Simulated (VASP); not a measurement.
Consider the following.

```yaml
crystal:
  lattice:
    - [2.74952, 0.00000, 0.00000]
    - [-1.37476, 2.38115, 0.00000]
    - [0.00000, 0.00000, 8.88432]
  atoms:
    - { symbol: Re, position: [0.00000, 0.00000, 0.00000] }
    - { symbol: Re, position: [0.00000, 0.00000, 0.50000] }
    - { symbol: Re, position: [0.33333, 0.66667, 0.25000] }
    - { symbol: Re, position: [0.66667, 0.33333, 0.75000] }
```

Level of theory: PBE GGA, VASP's PBE PAW potentials (set 64) (plane waves; VASP). Settings: 300 eV cut-off, 11×11×3 Γ-centred mesh, Gaussian smearing of 0.27 eV, potentials Re.

At this cut-off the stress carries a Pulay error, which pulls relaxed volumes low. Unless said otherwise, spin-orbit coupling is left out, though it shifts the bands of the heavy elements here.

Estimate the energy per atom (σ→0), pressure, band gap (on the k-mesh) with the smallest direct gap where there is one.

```json
{
 "band gap (on the k-mesh)": "none (metal, semimetal or under 0.01 eV)",
 "energy per atom (σ→0)": "-12396 meV/atom",
 "pressure": "84.2 kbar"
}
```

Total energies compare only between runs with the same potentials, cut-off and functional.

The structure comes from a computed database's Re entry; how it stands against other phases isn't given here. The cell was not relaxed at this level. VASP warned that the highest band is occupied, so more bands are needed.
